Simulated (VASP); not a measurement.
Elastic constants (GPa) of a crystal from PBE GGA, VASP's PBE PAW potentials (set 64) (VASP 6.6.1):

```json
[
 {"": "xx", "xx": "175.8", "yy": "90.4", "zz": "73.7", "yz": "0.0", "xz": "0.0", "xy": "0.0"},
 {"": "yy", "xx": "90.4", "yy": "175.8", "zz": "73.7", "yz": "0.0", "xz": "0.0", "xy": "0.0"},
 {"": "zz", "xx": "73.7", "yy": "73.7", "zz": "183.8", "yz": "0.0", "xz": "0.0", "xy": "0.0"},
 {"": "yz", "xx": "0.0", "yy": "0.0", "zz": "0.0", "yz": "64.4", "xz": "0.0", "xy": "0.0"},
 {"": "xz", "xx": "0.0", "yy": "0.0", "zz": "0.0", "yz": "0.0", "xz": "64.4", "xy": "0.0"},
 {"": "xy", "xx": "0.0", "yy": "0.0", "zz": "0.0", "yz": "0.0", "xz": "0.0", "xy": "42.7"}
]
```

Finite-difference elastic constants of metals are sensitive to mesh and smearing; shear constants can be off by tens of GPa.

Task: Work out the Voigt, Reuss and Hill moduli, Young's modulus and Poisson's ratio.

Result: All eigenvalues are positive (smallest 42.7 GPa), so the crystal is stable. K_V = (C11+C22+C33+2(C12+C13+C23))/9 = (535.4 + 2×237.8)/9 = 112.3 GPa; G_V = (535.4 − 237.8 + 3×171.5)/15 = 54.1 GPa. From the compliances, K_R = 112.3 GPa and G_R = 52.3 GPa. Hill: K = 112.3 GPa, G = 53.2 GPa, E = 9KG/(3K+G) = 137.9 GPa, ν = (3K−2G)/(2(3K+G)) = 0.295. K/G = 2.11, above Pugh's 1.75; universal anisotropy A^U = 0.18.

Task: With a density of 8.50 g/cm³, what are the mean sound speeds?

Result: v_l = √((K+4G/3)/ρ) = 4.64 km/s and v_t = √(G/ρ) = 2.50 km/s. The crystal is NiSb (NiAs type), hexagonal.

The compound is NiSb in the NiAs type structure. It was relaxed first. The run is not spin-polarised, so no magnetic state was tried.
